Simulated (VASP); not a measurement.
Computed with PBE GGA with D3 dispersion (zero damping), VASP's PBE PAW potentials (set 64) (plane waves; VASP).

A VASP calculation is set up with these files.

INCAR:
```
ISIF = 2   # forces and stress, cell fixed
LREAL = F   # projection in real space or not
LCHARG = F
GGA = PE
SYSTEM = CoGa
ENCUT = 520   # plane-wave cut-off (eV)
EDIFF = 1E-7   # SCF stop (eV)
LASPH = T   # aspherical one-centre terms
LMAXMIX = 4   # l cut-off of mixed one-centre charges
PREC = Accurate
NELM = 100   # most electronic steps
ALGO = Normal   # blocked Davidson
ISMEAR = 1   # Methfessel-Paxton
SIGMA = 0.1   # width (eV)
IVDW = 11   # D3, zero damping
LWAVE = F
```

File KPOINTS:
```
Automatic mesh
0
Gamma
 13 13 13
0 0 0
```

POSCAR:
```
CoGa
2.9063830
  1.0000000026   0.0000000000   0.0000000000
  0.0000000000   1.0000000026   0.0000000000
  0.0000000000   0.0000000000   1.0000000026
Ga Co
1 1
Direct
  0.5000000000   0.5000000000   0.5000000000
  0.0000000000   0.0000000000   0.0000000000
```

POTCAR, in this order: Ga_d Co (PBE.64 set). Program: vasp_std.

What VASP printed:

**OSZICAR**
```
       N       E                     dE             d eps       ncg     rms          rms(c)
DAV:   1     0.995769053224E+02    0.99577E+02   -0.10930E+04  2656   0.260E+03
DAV:   2    -0.627548381385E+01   -0.10585E+03   -0.10346E+03  2569   0.359E+02
DAV:   3    -0.113891063436E+02   -0.51136E+01   -0.50954E+01  3059   0.828E+01
DAV:   4    -0.114605259926E+02   -0.71420E-01   -0.71409E-01  3305   0.921E+00
DAV:   5    -0.114622748820E+02   -0.17489E-02   -0.17489E-02  3213   0.124E+00    0.946E+00
DAV:   6    -0.127323287660E+02   -0.12701E+01   -0.24190E+01  2858   0.647E+01    0.123E+01
DAV:   7    -0.104884832583E+02    0.22438E+01   -0.10220E+01  2611   0.478E+01    0.161E+00
DAV:   8    -0.104769122175E+02    0.11571E-01   -0.26142E-01  2955   0.551E+00    0.671E-01
DAV:   9    -0.104704431495E+02    0.64691E-02   -0.21405E-02  3418   0.227E+00    0.136E-01
DAV:  10    -0.104701507233E+02    0.29243E-03   -0.68700E-04  3381   0.390E-01    0.637E-02
DAV:  11    -0.104701404650E+02    0.10258E-04   -0.56839E-05  3733   0.130E-01    0.129E-02
DAV:  12    -0.104701397770E+02    0.68794E-06   -0.26994E-06  3232   0.277E-02    0.290E-03
DAV:  13    -0.104701396681E+02    0.10898E-06   -0.37808E-07  2694   0.942E-03    0.149E-03
DAV:  14    -0.104701395945E+02    0.73522E-07   -0.12291E-07  1618   0.636E-03
   1 F= -.11134435E+02 E0= -.11134704E+02  d E =0.808439E-03
```

File OUTCAR:
```
------------------------ aborting loop because EDIFF is reached ----------------------------------------
 Edisp (eV)   -0.66430
  FORCE on cell =-STRESS in cart. coord.  units (eV):
  Direction    XX          YY          ZZ          XY          YZ          ZX
  --------------------------------------------------------------------------------------
  Total      -1.49578    -1.49578    -1.49578    -0.00000     0.00000     0.00000
  in kB     -97.61550   -97.61550   -97.61550    -0.00000     0.00000     0.00000
  external pressure =      -97.62 kB  Pullay stress =        0.00 kB
  volume of cell :       24.55
      direct lattice vectors                 reciprocal lattice vectors
     2.906383008  0.000000000  0.000000000     0.344070275  0.000000000  0.000000000
     0.000000000  2.906383008  0.000000000     0.000000000  0.344070275  0.000000000
     0.000000000  0.000000000  2.906383008     0.000000000  0.000000000  0.344070275
 POSITION                                       TOTAL-FORCE (eV/Angst)
 -----------------------------------------------------------------------------------
      1.45319      1.45319      1.45319         0.000000      0.000000      0.000000
      0.00000      0.00000      0.00000         0.000000      0.000000      0.000000
 -----------------------------------------------------------------------------------
    total drift:                                0.000000      0.000000     -0.000000
  FREE ENERGIE OF THE ION-ELECTRON SYSTEM (eV)
  ---------------------------------------------------
  free  energy   TOTEN  =       -11.1344346328 eV

  energy  without entropy=      -11.1352430714  energy(sigma->0) =      -11.13470411
```
(Selected blocks of OUTCAR.)

The compound is CoGa in the CsCl type structure. This cell is one point of a volume scan, at 1.06 of the reference volume. The run is not spin-polarised, so no magnetic state was tried.
